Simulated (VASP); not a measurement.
Consider the following.

```xyz
4
Lattice="1.6881 -5.3448 0.0000 1.6881 5.3448 0.0000 0.0000 0.0000 4.4676" Properties=species:S:1:pos:R:3 pbc="T T T"
P      1.6881     4.2577     4.1075
P      1.6881     1.0871     1.8737
P      1.6881    -1.0871     2.5939
P      1.6881    -4.2577     0.3601
```

These are PBE GGA, VASP's PBE PAW potentials (set 64) (plane waves; VASP) values and carry that method's errors. Numerical set-up: 400 eV cut-off, 5×5×4 Γ-centred mesh, Gaussian smearing of 0.050 eV, potentials P.

**Question.** Give the force on each atom (eV/Å).

**Answer.** 
```csv
atom,Fx,Fy,Fz
P1,0.000,0.327,-0.245
P2,0.000,-0.327,-0.245
P3,0.000,0.327,0.245
P4,0.000,-0.327,0.245
```

**Question.** Give the stress tensor in GPa (positive for a compressed cell).

**Answer.** 
```
-2.49   0.00   0.00
 0.00  -1.83   0.00
 0.00   0.00  -2.60
```
The pressure is its mean diagonal, -2.31 GPa.

The compound is P in the black structure. The cell was not relaxed at this level.
